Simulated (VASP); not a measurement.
Output of a VASP run:

OSZICAR:
```
       N       E                     dE             d eps       ncg     rms          rms(c)
DAV:   1     0.742184695900E+03    0.74218E+03   -0.20787E+04  2532   0.228E+03
DAV:   2     0.103803256125E+03   -0.63838E+03   -0.61401E+03  2480   0.713E+02
DAV:   3    -0.323860695834E+02   -0.13619E+03   -0.13391E+03  2384   0.262E+02
DAV:   4    -0.430778161785E+02   -0.10692E+02   -0.10571E+02  2712   0.821E+01
DAV:   5    -0.434144547995E+02   -0.33664E+00   -0.33544E+00  2600   0.148E+01    0.158E+01
DAV:   6    -0.371980574123E+02    0.62164E+01   -0.22359E+01  3492   0.714E+01    0.581E+00
DAV:   7    -0.373502785278E+02   -0.15222E+00   -0.24627E+00  2476   0.986E+00    0.341E+00
DAV:   8    -0.373372593718E+02    0.13019E-01   -0.31539E-01  3108   0.644E+00    0.112E+00
DAV:   9    -0.373214004823E+02    0.15859E-01   -0.51192E-02  3274   0.349E+00    0.350E-01
DAV:  10    -0.373213630099E+02    0.37472E-04   -0.17066E-02  3530   0.142E+00    0.154E-01
DAV:  11    -0.373215787513E+02   -0.21574E-03   -0.36439E-03  3154   0.669E-01    0.307E-02
DAV:  12    -0.373216063998E+02   -0.27649E-04   -0.21537E-04  2868   0.208E-01    0.140E-02
DAV:  13    -0.373216096053E+02   -0.32055E-05   -0.34286E-05  3046   0.596E-02    0.127E-02
DAV:  14    -0.373216062053E+02    0.34001E-05   -0.12957E-05  2784   0.545E-02    0.162E-03
DAV:  15    -0.373216063574E+02   -0.15211E-06   -0.21526E-06  1984   0.103E-02
   1 F= -.37321606E+02 E0= -.37321606E+02  d E =-.609255E-15  mag=     0.0000     0.0000    -0.0000
```

**OUTCAR**
```
------------------------ aborting loop because EDIFF is reached ----------------------------------------
  FORCE on cell =-STRESS in cart. coord.  units (eV):
  Direction    XX          YY          ZZ          XY          YZ          ZX
  --------------------------------------------------------------------------------------
  Total        2.0792623      2.0792623      3.5234371      0.0000000      0.0000000      0.0000000
  in kB       46.4806827     46.4806827     78.7643573      0.0000000      0.0000000      0.0000000
  external PRESSURE =      57.2419076 kB  Pullay stress =       0.0000000 kB
  volume of cell :       71.67
      direct lattice vectors                 reciprocal lattice vectors
     4.740000000  0.000000000  0.000000000     0.210970464  0.000000000  0.000000000
     0.000000000  4.740000000  0.000000000     0.000000000  0.210970464  0.000000000
     0.000000000  0.000000000  3.190000000     0.000000000  0.000000000  0.313479624
 POSITION                                       TOTAL-FORCE (eV/Angst)
 -----------------------------------------------------------------------------------
      0.00000      0.00000      0.00000        -0.000000      0.000000     -0.000000
      2.37000      2.37000      1.59500        -0.000000      0.000000     -0.000000
      1.45518      1.45518      0.00000        -0.196624     -0.196624     -0.000000
      3.82518      0.91482      1.59500        -0.196624      0.196624     -0.000000
      0.91482      3.82518      1.59500         0.196624     -0.196624      0.000000
      3.28482      3.28482      0.00000         0.196624      0.196624      0.000000
 -----------------------------------------------------------------------------------
    total drift:                                0.000000     -0.000000     -0.000000
  FREE ENERGIE OF THE ION-ELECTRON SYSTEM (eV)
  ---------------------------------------------------
  free  energy   TOTEN  =       -37.3216063574 eV

  energy  without entropy=      -37.3216063574  energy(sigma->0) =      -37.32160636

 total charge

# of ion       s       p       d       tot
------------------------------------------
    1        0.879   1.099  10.386  12.363
    2        0.879   1.099  10.386  12.363
    3        1.586   3.532   0.000   5.118
    4        1.586   3.532   0.000   5.118
    5        1.586   3.532   0.000   5.118
    6        1.586   3.532   0.000   5.118
--------------------------------------------------
tot          8.103  16.326  20.771  45.200

 magnetization (x)

# of ion       s       p       d       tot
------------------------------------------
    1        0.000   0.000   0.000   0.000
    2        0.000   0.000   0.000   0.000
    3        0.000   0.000   0.000   0.000
    4        0.000   0.000   0.000   0.000
    5        0.000   0.000   0.000   0.000
    6        0.000   0.000   0.000   0.000
--------------------------------------------------
tot          0.000   0.000   0.000   0.000

 magnetization (y)

# of ion       s       p       d       tot
------------------------------------------
    1        0.000   0.000   0.000   0.000
    2        0.000   0.000   0.000   0.000
    3        0.000   0.000   0.000   0.000
    4        0.000   0.000   0.000   0.000
    5        0.000   0.000   0.000   0.000
    6        0.000   0.000   0.000   0.000
--------------------------------------------------
tot          0.000   0.000   0.000   0.000

 magnetization (z)

# of ion       s       p       d       tot
...
```
(Selected blocks of OUTCAR.)

POSCAR:
```
SnO2
1
    4.7400000000     0.0000000000     0.0000000000
    0.0000000000     4.7400000000     0.0000000000
    0.0000000000     0.0000000000     3.1900000000
Sn O
2 4
Direct
  0.0000000000   0.0000000000   0.0000000000
  0.5000000000   0.5000000000   0.5000000000
  0.3070000000   0.3070000000   0.0000000000
  0.8070000000   0.1930000000   0.5000000000
  0.1930000000   0.8070000000   0.5000000000
  0.6930000000   0.6930000000   0.0000000000
```

### Question
Write an INCAR and KPOINTS that could have produced this output.

### Answer
Several could match; the one computed here: the input of the run itself, PBE GGA with spin-orbit coupling, plane waves, VASP's PBE PAW potentials (set 64).

**INCAR**
```
ALGO = Normal
EDIFF = 1E-6
ENCUT = 400
GGA = PE
GGA_COMPAT = F
ISIF = 2
ISMEAR = -1
LASPH = T
LCHARG = F
LMAXMIX = 4
LNONCOLLINEAR = T
LORBIT = 11
LREAL = F
LSORBIT = T
LWAVE = F
MAGMOM = 0.0 0.0 0.0 0.0 0.0 0.0 0.0 0.0 0.0 0.0 0.0 0.0 0.0 0.0 0.0 0.0 0.0 0.0
NELM = 100
PREC = Accurate
SIGMA = 0.01
SYSTEM = SnO2
```

File KPOINTS:
```
Automatic mesh
0
Gamma
4 4 5
0 0 0
```

POTCAR, in this order: Sn_d O (PBE.64 set). Program: vasp_ncl.

At this cut-off the stress carries a Pulay error, which pulls relaxed volumes low.

The structure is a typed SnO2 crystal (P4_2/mnm). The cell was not relaxed at this level. The run is one of a series of settings (GGA_COMPAT = .FALSE., LNONCOLLINEAR = .TRUE., LSORBIT = .TRUE., MAGMOM = 0.0 0.0 0.0 0.0 0.0 0.0 0.0 0.0 0.0 0.0 0.0 0.0 0.0 0.0 0.0 0.0 0.0 0.0, program vasp_ncl against the base run), some of them coarse on purpose.
